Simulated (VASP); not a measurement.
```
CELL_PARAMETERS angstrom
      4.20825     0.00000     0.00000
      0.00000     4.20825     0.00000
      0.00000     0.00000     4.20825
ATOMIC_POSITIONS crystal
  Ba 0.00000 0.00000 0.00000
  Zr 0.50000 0.50000 0.50000
  O  0.50000 0.00000 0.50000
  O  0.00000 0.50000 0.50000
  O  0.50000 0.50000 0.00000
```

The numbers are results of SCAN meta-GGA, VASP's PBE PAW potentials (set 64) (plane waves; VASP 6.6.1), not measurements. Numerical set-up: 520 eV cut-off, 6×6×6 Γ-centred mesh, tetrahedra with Blöchl corrections, potentials Ba_sv Zr_sv O.

The cores are frozen, which limits the accuracy of field gradients.

Question: Give the principal components of the electric field gradient (V/Å²) and the asymmetry η at each nucleus.

Answer: 
```tsv
atom	Vxx	Vyy	Vzz	η
Ba1	0.0	0.0	0.0	-
Zr2	0.0	0.0	0.0	-
O3	6.5	6.5	-13.1	0.00
O4	6.5	6.5	-13.1	0.00
O5	6.5	6.5	-13.1	0.00
```

The compound is BaZrO3 in the cubic perovskite structure. It was relaxed first.
